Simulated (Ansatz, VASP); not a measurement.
# LaIrS3: VASP beside Ansatz, part 2 of 2

Aim: how closely do two programs agree when they are given the same cell, functional and k mesh? The cell is generated by rule, not measured, and may not be a known phase. The cell is taken from a series of runs on this material, whose earlier steps may have relaxed, scaled, displaced or heated it; both programs get it as it stands.

VASP 6.6.1 and Ansatz 0.2.0.

So far: The structure; VASP: zone-centre phonons, PBEsol.

## (2) VASP: zone-centre phonons, PBEsol (continued)

Level of this step: PBEsol, no spin polarisation; plane waves and PAW (La, Ir, S); invented cell (VASP).

Numbers of over 12 decimals in the logs are rounded to 6 here.

From OUTCAR (step 2):

```text
ion  position               nearest neighbor table
   1  0.000  0.000  0.000-   3 2.93   4 2.93   3 2.93   4 2.93   5 3.13   5 3.13   5 3.13   5 3.13

  LATTYP: Found a simple tetragonal cell.
 ALAT       =     4.4309366704
 C/A-ratio  =     1.1479385413

 Subroutine GETGRP returns: Found  8 space group operations
 (whereof  8 operations were pure point group operations)

The static configuration has the point symmetry D_2d.

 Found     75 irreducible k-points:

   k-points           NKPTS =     75   k-points in BZ     NKDIM =     75   number of bands    NBANDS=     25

   dimension x,y,z NGX =    32 NGY =   32 NGZ =   40
   dimension x,y,z NGXF=    64 NGYF=   64 NGZF=   80

   ENCUT  =  500.0 eV  36.75 Ry    6.06 a.u.   8.08  8.08  9.27*2*pi/ulx,y,z

   NELECT =      38.0000    total number of electrons

 k-points in reciprocal lattice and weights: Automatic mesh
   0.00000000  0.00000000  0.00000000       0.002
   0.12500000  0.00000000  0.00000000       0.008
   0.25000000  0.00000000  0.00000000       0.008
   0.37500000  0.00000000  0.00000000       0.008
   0.50000000  0.00000000  0.00000000       0.004
   0.12500000  0.12500000  0.00000000       0.008
   0.25000000  0.12500000  0.00000000       0.016
   0.37500000  0.12500000  0.00000000       0.016
   0.50000000  0.12500000  0.00000000       0.008
[...]
0.50000000  0.37500000  0.50000000       0.008
   0.50000000  0.50000000  0.50000000       0.002

 average (electrostatic) potential at core
       1 -96.2586       2 -50.6244       3 -84.2042       4 -84.2042       5 -84.0197

 Eigenvectors and eigenvalues of the dynamical matrix
 ----------------------------------------------------

   1 f  =   12.463935 THz    78.313213 2PiTHz  415.752117 cm-1    51.546670 meV
             X         Y         Z           dx          dy          dz
      0.000000  0.000000  0.000000     0.000148   -0.001999   -0.000000
      2.215468  2.215468  2.543221    -0.023249    0.313094    0.000000
      0.000000  2.215468  1.914463     0.069589    0.048960   -0.000000
      2.215468  0.000000  3.171980    -0.003636   -0.937166    0.000000
      2.215468  2.215468  0.000000    -0.009336    0.125725   -0.000000

   2 f  =   12.463935 THz    78.313213 2PiTHz  415.752117 cm-1    51.546670 meV
             X         Y         Z           dx          dy          dz
      0.000000  0.000000  0.000000     0.001999    0.000148   -0.000000
      2.215468  2.215468  2.543221    -0.313094   -0.023249   -0.000000
      0.000000  2.215468  1.914463     0.937166   -0.003636   -0.000000
      2.215468  0.000000  3.171980    -0.048960    0.069589    0.000000
      2.215468  2.215468  0.000000    -0.125725   -0.009336   -0.000000

   3 f  =    8.301526 THz    52.160027 2PiTHz  276.909106 cm-1    34.332338 meV
             X         Y         Z           dx          dy          dz
      0.000000  0.000000  0.000000     0.000000   -0.000000   -0.000000
      2.215468  2.215468  2.543221     0.000000   -0.000000    0.000000
      0.000000  2.215468  1.914463    -0.000000   -0.000000   -0.707107
      2.215468  0.000000  3.171980    -0.000000    0.000000    0.707107
      2.215468  2.215468  0.000000    -0.000000   -0.000000    0.000000

   4 f  =    8.083476 THz    50.789979 2PiTHz  269.635742 cm-1    33.430556 meV
             X         Y         Z           dx          dy          dz
      0.000000  0.000000  0.000000     0.000000   -0.000000    0.177765
      2.215468  2.215468  2.543221     0.000000   -0.000000    0.241387
      0.000000  2.215468  1.914463    -0.000000   -0.000000   -0.637027
      2.215468  0.000000  3.171980     0.000000    0.000000   -0.637027
      2.215468  2.215468  0.000000    -0.000000    0.000000    0.313889

   5 f  =    6.119194 THz    38.448032 2PiTHz  204.114354 cm-1    25.306943 meV
             X         Y         Z           dx          dy          dz
      0.000000  0.000000  0.000000     0.000000   -0.000000    0.099094
      2.215468  2.215468  2.543221     0.000000   -0.000000    0.391050
      0.000000  2.215468  1.914463    -0.000000    0.000000   -0.132723
      2.215468  0.000000  3.171980    -0.000000    0.000000   -0.132723
      2.215468  2.215468  0.000000    -0.000000    0.000000   -0.895561

   6 f  =    5.825669 THz    36.603757 2PiTHz  194.323396 cm-1    24.093020 meV
             X         Y         Z           dx          dy          dz
      0.000000  0.000000  0.000000    -0.354829    0.001763    0.000000
      2.215468  2.215468  2.543221    -0.095599    0.000475    0.000000
      0.000000  2.215468  1.914463     0.020166   -0.004618   -0.000000
      2.215468  0.000000  3.171980     0.929567   -0.000100    0.000000
      2.215468  2.215468  0.000000     0.020759   -0.000103   -0.000000

   7 f  =    5.825669 THz    36.603757 2PiTHz  194.323396 cm-1    24.093020 meV
             X         Y         Z           dx          dy          dz
      0.000000  0.000000  0.000000     0.001763    0.354829   -0.000000
      2.215468  2.215468  2.543221     0.000475    0.095599    0.000000
      0.000000  2.215468  1.914463    -0.000100   -0.929567    0.000000
      2.215468  0.000000  3.171980    -0.004618   -0.020166   -0.000000
      2.215468  2.215468  0.000000    -0.000103   -0.020759   -0.000000

   8 f  =    3.835836 THz    24.101269 2PiTHz  127.949722 cm-1    15.863737 meV
             X         Y         Z           dx          dy          dz
      0.000000  0.000000  0.000000     0.058191   -0.116637    0.000000
      2.215468  2.215468  2.543221     0.113879   -0.228258   -0.000000
      0.000000  2.215468  1.914463    -0.016826   -0.087758    0.000000
      2.215468  0.000000  3.171980     0.043783    0.033726   -0.000000
      2.215468  2.215468  0.000000    -0.425140    0.852148    0.000000

   9 f  =    3.835836 THz    24.101269 2PiTHz  127.949722 cm-1    15.863737 meV
             X         Y         Z           dx          dy          dz
      0.000000  0.000000  0.000000     0.116637    0.058191   -0.000000
      2.215468  2.215468  2.543221     0.228258    0.113879    0.000000
      0.000000  2.215468  1.914463    -0.033726    0.043783    0.000000
      2.215468  0.000000  3.171980     0.087758   -0.016826   -0.000000
      2.215468  2.215468  0.000000    -0.852148   -0.425140    0.000000

  10 f  =    2.600004 THz    16.336309 2PiTHz   86.726809 cm-1    10.752749 meV
             X         Y         Z           dx          dy          dz
      0.000000  0.000000  0.000000     0.000000   -0.000000   -0.799769
      2.215468  2.215468  2.543221    -0.000000   -0.000000    0.578178
      0.000000  2.215468  1.914463    -0.000000   -0.000000    0.035741
      2.215468  0.000000  3.171980     0.000000   -0.000000    0.035741
      2.215468  2.215468  0.000000    -0.000000    0.000000    0.153375

  11 f  =    1.433847 THz     9.009126 2PiTHz   47.827987 cm-1     5.929912 meV
             X         Y         Z           dx          dy          dz
      0.000000  0.000000  0.000000    -0.719144    0.161894   -0.000000
      2.215468  2.215468  2.543221     0.590979   -0.133041    0.000000
      0.000000  2.215468  1.914463     0.191549    0.049200    0.000000
      2.215468  0.000000  3.171980    -0.218550   -0.043122    0.000000
      2.215468  2.215468  0.000000     0.029780   -0.006704    0.000000

  12 f  =    1.433847 THz     9.009126 2PiTHz   47.827987 cm-1     5.929912 meV
             X         Y         Z           dx          dy          dz
      0.000000  0.000000  0.000000    -0.161894   -0.719144    0.000000
      2.215468  2.215468  2.543221     0.133041    0.590979   -0.000000
      0.000000  2.215468  1.914463     0.043122   -0.218550   -0.000000
      2.215468  0.000000  3.171980    -0.049200    0.191549   -0.000000
      2.215468  2.215468  0.000000     0.006704    0.029780   -0.000000

  13 f/i=    0.017821 THz     0.111971 2PiTHz    0.594435 cm-1     0.073701 meV
             X         Y         Z           dx          dy          dz
      0.000000  0.000000  0.000000    -0.000000    0.000000    0.564755
      2.215468  2.215468  2.543221    -0.000000    0.000000    0.674183
      0.000000  2.215468  1.914463    -0.000000    0.000000    0.274416
      2.215468  0.000000  3.171980    -0.000000    0.000000    0.274416
      2.215468  2.215468  0.000000    -0.000000    0.000000    0.275537

  14 f/i=    0.019652 THz     0.123480 2PiTHz    0.655533 cm-1     0.081276 meV
             X         Y         Z           dx          dy          dz
      0.000000  0.000000  0.000000     0.324002    0.456886   -0.000000
      2.215468  2.215468  2.543221     0.392445    0.553401   -0.000000
      0.000000  2.215468  1.914463     0.159994    0.221402   -0.000000
      2.215468  0.000000  3.171980     0.157008    0.225613   -0.000000
      2.215468  2.215468  0.000000     0.159306    0.224643   -0.000000

  15 f/i=    0.019652 THz     0.123480 2PiTHz    0.655533 cm-1     0.081276 meV
             X         Y         Z           dx          dy          dz
      0.000000  0.000000  0.000000     0.456886   -0.324002    0.000000
      2.215468  2.215468  2.543221     0.553401   -0.392445    0.000000
      0.000000  2.215468  1.914463     0.225613   -0.157008    0.000000
      2.215468  0.000000  3.171980     0.221402   -0.159994    0.000000
      2.215468  2.215468  0.000000     0.224643   -0.159306    0.000000

 ELASTIC MODULI CONTR FROM IONIC RELAXATION (kBar)
 Direction    XX          YY          ZZ          XY          YZ          ZX
 --------------------------------------------------------------------------------
 XX        -569.5079    504.2283     46.7967      0.0000     -0.0000      0.0000
 YY         504.2283   -569.5079     46.7967      0.0000      0.0000     -0.0000
 ZZ          46.7967     46.7967    -67.0940      0.0000      0.0000     -0.0000
 XY           0.0000      0.0000      0.0000      0.0000      0.0000      0.0000
 YZ          -0.0000      0.0000      0.0000      0.0000   -594.2604     -0.0000
 ZX           0.0000     -0.0000     -0.0000      0.0000     -0.0000   -325.2269
 --------------------------------------------------------------------------------
```

This run has no spin polarisation, so a moment on Ir, if there is one, isn't seen. Energies printed during the response cycles are not total energies of the cell.

## (3) Ansatz: zone-centre phonons, PBEsol

Ansatz runs on norm-conserving files, of PseudoDojo where its log says so.

The same cell, functional, mesh and smearing now go to Ansatz, which takes its cutoff from its data sets.

Contents of input.yaml:

```yaml
crystal:
  lattice:
    - [4.4309366704, 0.0, 0.0]
    - [0.0, 4.4309366704, 0.0]
    - [0.0, 0.0, 5.0864429779]
  atoms:
    - { symbol: La, position: [0.0, 0.0, 0.0] }
    - { symbol: Ir, position: [0.5, 0.5, 0.5] }
    - { symbol: S, position: [0.0, 0.5, 0.3763854096] }
    - { symbol: S, position: [0.5, 0.0, 0.6236145904] }
    - { symbol: S, position: [0.5, 0.5, 0.0] }
kpoints:
  mp_grid: { grid: [8, 8, 8] }
hamiltonian:
  xc: pbesol
  pseudopotentials: { kind: nc, accuracy: standard }
scf:
  occupations: { method: methfessel_paxton, width: 0.2 }
output:
  eigenvalues: true
phonons:
  method: dfpt
```

On the command line:

```console
$ ansatz run input.yaml --threads 8 --pin off --max-ram 14336MiB --backend cpu --events-out ev --progress --plain --runs-dir out
```

What it wrote:

```text
zone centre: on kpoints.mp_grid the ground state, and the responses unless they are solved on pairs of k-points, stand on 125 of the mesh's 512 k-points, reduced under 4 symmetry operations, with k and −k counted as one. Each operation leaves every solved displacement unchanged or reverses it
Engine: ansatz 0.2.0, aarch64-unknown-linux-gnu
Pseudopotentials: kind: nc
Pseudopotential: La, nc, valence charge 11, recommended cutoff 1496.626244 eV (normal), La.nc.azcp (PseudoDojo's, or run here from an input of PseudoDojo's; its table is named by hamiltonian.pseudopotentials.accuracy)
Pseudopotential: Ir, nc, valence charge 17, recommended cutoff 925.187132 eV (normal), Ir.nc.azcp (PseudoDojo's, or run here from an input of PseudoDojo's; its table is named by hamiltonian.pseudopotentials.accuracy)
Pseudopotential: S, nc, valence charge 6, recommended cutoff 707.496042 eV (normal), S.nc.azcp (PseudoDojo's, or run here from an input of PseudoDojo's; its table is named by hamiltonian.pseudopotentials.accuracy)
Functional definition: PBEsol
  exchange = pbesol_x
  correlation = pbesol_c
Crystal: 5 atoms, lattice volume = 99.863 Å³
Basis set: ecut = 1496.626244 eV, 13073 PW (Γ), exchange–correlation on 120×120×144 points (8 copies of the dense FFT grid, shifted against one another)
Bands: 28, of which v1, the nominal top of the filled ones, is band 23 counted from 1 (22 counted from 0)
Symmetry: 8 space group operations
k-points: 125 of 512 (irreducible under 4 space group operations, time reversal used)
Non-local potential: La, projectors of the file, l = 0: 2, l = 1: 2, l = 2: 2, l = 3: 2
Non-local potential: Ir, projectors of the file, l = 0: 2, l = 1: 2, l = 2: 2, l = 3: 2
Non-local potential: S, projectors of the file, l = 0: 2, l = 1: 2, l = 2: 2
Initial density: superposition of atomic densities (chi_scale 0.1, normalization cell, long waves kept (reshape's long-wave potential 0.00 eV rms))
Initial wavefunctions: pseudopotential atomic-orbital guess
Functional: x = pbesol(κ = 0.804, μ = 0.123457), c = pbesol(β = 0.046)
SCF iter   1: F=—  HF=-4991.574434 eV  |F-HF|=—  |Δ(HF+E_count)|=         —  Δρ=3.63e-1  dr2=2.56e2  ethr=3.10e-3  ⟨swp⟩=16.7  Hψ=78731  notcnv=0
automatic band count: the SCF goes on with 33 bands, as 28 were too few: the levels above may hold too much charge
preconditioner: auto → Kerker (q_TF=auto, 2.398 Å⁻¹)  [metal: Δε(μ)=0.002 eV  Ē_g=7.771 eV  σ=0.200 eV  W_gap=0.01  n_scr=26 (ndim 8)  ℏωp=22.3 eV  f_vac=0.000  D(μ)=31.98/eV (n_scr^D=732)]
SCF iter   2: F=—  HF=-4997.903705 eV  |F-HF|=—  |Δ(HF+E_count)|=    6.33e0  S|Δr|=    0.00e0  Δρ=1.69e-1  dr2=3.41e1  ethr=3.10e-3  ⟨swp⟩=9.9  Hψ=17537  notcnv=0  defer=53
SCF iter   3: F=—  HF=-4990.506710 eV  |F-HF|=—  |Δ(HF+E_count)|=    7.40e0  S|Δr|=    0.00e0  Δρ=9.98e-2  dr2=1.11e1  ethr=3.10e-3  ⟨swp⟩=4.4  Hψ=10119  notcnv=0  defer=296
SCF iter   4: F=—  HF=-4987.475558 eV  |F-HF|=—  |Δ(HF+E_count)|=    3.03e0  S|Δr|=    0.00e0  Δρ=5.87e-2  dr2=4.45e0  ethr=3.10e-3  ⟨swp⟩=4.7  Hψ=9676  notcnv=0  defer=395
SCF iter   5: F=—  HF=-4985.837027 eV  |F-HF|=—  |Δ(HF+E_count)|=    1.64e0  S|Δr|=    0.00e0  Δρ=1.73e-2  dr2=5.13e-1  ethr=3.10e-3  ⟨swp⟩=6.0  Hψ=13442  notcnv=0  defer=367
SCF iter   6: F=—  HF=-4985.677931 eV  |F-HF|=—  |Δ(HF+E_count)|=   1.59e-1  S|Δr|=    0.00e0  Δρ=4.40e-3  dr2=3.48e-2  ethr=1.12e-3  ⟨swp⟩=5.1  Hψ=12659  notcnv=0  defer=197
SCF iter   7: F=—  HF=-4985.670013 eV  |F-HF|=—  |Δ(HF+E_count)|=   7.92e-3  S|Δr|=    0.00e0  Δρ=1.65e-3  dr2=4.76e-3  ethr=7.57e-5  ⟨swp⟩=2.3  Hψ=6313  notcnv=0  defer=182
SCF iter   8: F=—  HF=-4985.669024 eV  |F-HF|=—  |Δ(HF+E_count)|=   9.89e-4  S|Δr|=    0.00e0  Δρ=7.86e-4  dr2=1.06e-3  ethr=1.03e-5  ⟨swp⟩=2.0  Hψ=5314  notcnv=0  defer=182
SCF iter   9: F=—  HF=-4985.668757 eV  |F-HF|=—  |Δ(HF+E_count)|=   2.67e-4  S|Δr|=    0.00e0  Δρ=2.45e-4  dr2=9.69e-5  ethr=2.30e-6  ⟨swp⟩=2.1  Hψ=6183  notcnv=0  defer=181
SCF iter  10: F=—  HF=-4985.668727 eV  |F-HF|=—  |Δ(HF+E_count)|=   3.00e-5  S|Δr|=    0.00e0  Δρ=3.07e-5  dr2=6.00e-7  ethr=2.11e-7  ⟨swp⟩=2.0  Hψ=6640  notcnv=0  defer=175
SCF iter  11: F=—  HF=-4985.668726 eV  |F-HF|=—  |Δ(HF+E_count)|=   7.91e-7  S|Δr|=    0.00e0  Δρ=1.27e-5  dr2=2.57e-7  ethr=1.30e-9  ⟨swp⟩=2.4  Hψ=7237  notcnv=0  defer=173
SCF iter  12: F=—  HF=-4985.668726 eV  |F-HF|=—  |Δ(HF+E_count)|=   2.50e-8  S|Δr|=    0.00e0  Δρ=4.78e-6  dr2=3.62e-8  ethr=5.60e-10  ⟨swp⟩=2.3  Hψ=5371  notcnv=0  defer=173
SCF iter  13: F=—  HF=-4985.668726 eV  |F-HF|=—  |Δ(HF+E_count)|=   6.90e-9  S|Δr|=    0.00e0  Δρ=1.57e-6  dr2=3.40e-9  ethr=7.86e-11  ⟨swp⟩=2.0  Hψ=6301  notcnv=0  defer=173
SCF iter  14: F=—  HF=-4985.668726 eV  |F-HF|=—  |Δ(HF+E_count)|=  7.37e-11  S|Δr|=    0.00e0  Δρ=2.72e-7  dr2=1.24e-10  ethr=7.39e-12  ⟨swp⟩=2.1  Hψ=6746  notcnv=0  defer=169
SCF iter  15: F=—  HF=-4985.668726 eV  |F-HF|=—  |Δ(HF+E_count)|=  1.82e-12  S|Δr|=    0.00e0  Δρ=8.30e-8  dr2=1.30e-11  ethr=1.00e-12  ⟨swp⟩=1.6  Hψ=4186  notcnv=0  defer=169
SCF iter  16: F=-4985.668726 eV  HF=-4985.668726 eV  |F-HF|=9.09e-13  |Δ(HF+E_count)|=    0.00e0  S|Δr|=    0.00e0  Δρ=2.58e-8  dr2=8.06e-13  ethr=1.00e-12  ⟨swp⟩=17.1  Hψ=30789  notcnv=0
SCF 1 converged in 16 iterations: F = -4985.668726 eV  dr2 = 8.06e-13
DFPT response loops at Γ: preconditioner auto → Kerker (q_TF=auto, 2.398 Å⁻¹) (partly filled bands, converged f_vac=0.000); β = 1.00, the filter's whole step (`scf.mixing.beta` (0.50) is not read by the response loops under this deck's `scf.mixing.preconditioner`; to damp them name `kerker` or `kerker_dos`, under which they read `scf.mixing.beta`, and type it under 1.00, their step now; both keys bind the ground state too); Broyden in place of MSR1
SCF converged after 16 iterations
Stability not checked: this state was not tested for a lower state beside it, because cold or Methfessel-Paxton smearing, or corrected tetrahedra, fill the levels in a way that the test cannot read (fill_not_monotonic; see scf.lower_state_search)
Free energy (F): -4985.668726 eV
Harris-Foulkes:  -4985.668726 eV  (|F-HF|=9.09e-13)
Internal energy: -4985.668971 eV  (E = F + TS)
E sigma→0 (E₀):  -4985.668787 eV
Entropy (-TS):   0.000245 eV (0.049 meV/atom)
Fermi energy:    11.696288 eV
--- Per-component energies (eV) ---
  E_band       = -260.358325
  E_kinetic    = 1436.325922
  E_local      = -3402.543048  (includes V_loc(G=0)·N_el)
  E_nonlocal   = 385.659339
  E_hartree    = 1082.579278
  E_xc         = -1071.437308
  E_vxc        = -844.959100  (∫ρ·V_xc dr)
  E_ewald      = -3416.253154
  E_smearing   = 0.000245  (= −TS)
  E_closure    = -0.000000  (closes the sum)
  Σ components = -4985.668726   (vs F -4985.668726, Δ=0.00e0)
--- Band table (eV; the first three rows and the last of 125) ---
  k-point 0: bands = [... 19 lower, 9.7257, 9.7257, 10.4216, 12.3255, 12.3255, 12.4199, 13.5316, 13.5665, ... 6 higher]
  k-point 1: bands = [... 19 lower, 9.8203, 9.8203, 11.1115, 12.3158, 12.3158, 12.5061, 13.4736, 13.7965, ... 6 higher]
  k-point 2: bands = [... 19 lower, 10.0531, 10.0531, 12.0808, 12.2703, 12.2703, 12.6154, 13.5666, 14.0060, ... 6 higher]
  k-point 124: bands = [... 19 lower, 10.4600, 10.9877, 10.9877, 12.0576, 13.6821, 13.9773, 13.9773, 13.9873, ... 6 higher]
--- Phonons (Γ-DFPT): 9 representative perturbations + reference, on 125 of 512 k-points (Σ response iterations 34) ---
  k mesh reduced under 4 symmetry operations, with k and −k counted as one. Each operation leaves every solved displacement unchanged or reverses it
  ASR residual: 8.757e-5 → 0.000e0 eV/Å²; symmetrization residual: 1.106e-5 eV/Å²
  ASR residual per site (eV/Å²): 2.27e-5 8.76e-5 1.59e-5 1.59e-5 1.12e-5
  Γ frequencies (cm⁻¹): 0.00 0.00 0.00 48.52 48.52 86.10 128.26 128.26 194.97 194.97 201.92 269.29 276.86 407.14 407.14
  non-analytic LO–TO correction: not included (Born effective charges unavailable; polar crystals: no LO–TO splitting at Γ)
```

## (4) Side by side

Known differences besides the potentials themselves: the data sets hold 46 valence electrons in Ansatz (on norm-conserving files, of PseudoDojo where its log says so) and 38 in VASP; the cutoff is 1496.63 eV in Ansatz and 500 eV in VASP. Total energies have different zeros and are not compared.

Both answers:

```csv
quantity,Ansatz,VASP,difference
optical mode 1 to 2 (cm⁻¹),48.5,47.8,+0.7
optical mode 3 (cm⁻¹),86.1,86.7,-0.72 %
optical mode 4 to 5 (cm⁻¹),128.3,127.9,+0.24 %
optical mode 6 to 7 (cm⁻¹),195.0,194.3,+0.33 %
optical mode 8 (cm⁻¹),201.9,204.1,-1.08 %
optical mode 9 (cm⁻¹),269.3,269.6,-0.13 %
optical mode 10 (cm⁻¹),276.9,276.9,-0.02 %
optical mode 11 to 12 (cm⁻¹),407.1,415.8,-2.07 %
```

Modes are paired by rising frequency, not by their patterns, so a pair may set unlike modes beside each other; they are those without the splitting of longitudinal modes.

## (5) What came out

```json
{
 "r.m.s. difference of the optical zone-centre modes, each program's sorted by frequency (zone-centre phonons, PBEsol)": "3.6 cm⁻¹",
 "difference in optical mode 11 to 12 (zone-centre phonons, PBEsol)": "-2.1 %"
}
```

**Reading.** The r.m.s. difference of the optical zone-centre modes, each program's sorted by frequency is 3.6 cm⁻¹ (zone-centre phonons, PBEsol). The data sets hold unlike numbers of valence electrons (46 in Ansatz and 38 in VASP), so part of the differences comes from the potentials. Among the rows given in per cent, the largest difference of the zone-centre phonons, PBEsol pair is in optical mode 11 to 12, -2.1 %. Such differences can come from data sets, numerical settings and the points named under the comparisons, not from the functional's error against experiment.

[Lines on the potential files, build, host, timing and source positions are cut from VASP's logs without a mark.]

[Logs are printed without paths, hosts, clocks, repeated set-up lines and the standing remarks that a program may print on its own settings, such as how far it seeks lower states.]

[Hosts, paths, dates, database ids (printed as entryN), source tags and the programs' standing remarks are cut or masked in the printed files.]
